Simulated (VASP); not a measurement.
Data:

```yaml
crystal:
  lattice:
    - [0.00000, 2.19376, 2.19376]
    - [2.19376, 0.00000, 2.19376]
    - [2.19376, 2.19376, 0.00000]
  atoms:
    - { symbol: Nb, position: [0.00000, 0.00000, 0.00000] }
    - { symbol: N, position: [0.50000, 0.50000, 0.50000] }
```

The numbers are results of PBE GGA with D3 dispersion (zero damping), VASP's PBE PAW potentials (set 64) (plane waves; VASP 6.6.1), not measurements. Numerical set-up: 520 eV cut-off, Gaussian smearing of 0.050 eV, potentials Nb_sv N.

### Question
What does the run give for the band gap (along the path) with the smallest direct gap where there is one?

### Answer

| Property | Result |
|---|---|
| band gap (along the path) | none (metal, semimetal or under 0.01 eV) |

The absolute energy has meaning only against runs of the same code, potentials and settings.

The compound is NbN in the rock salt structure, the cubic δ form, which competes with hexagonal ones. It was relaxed first.
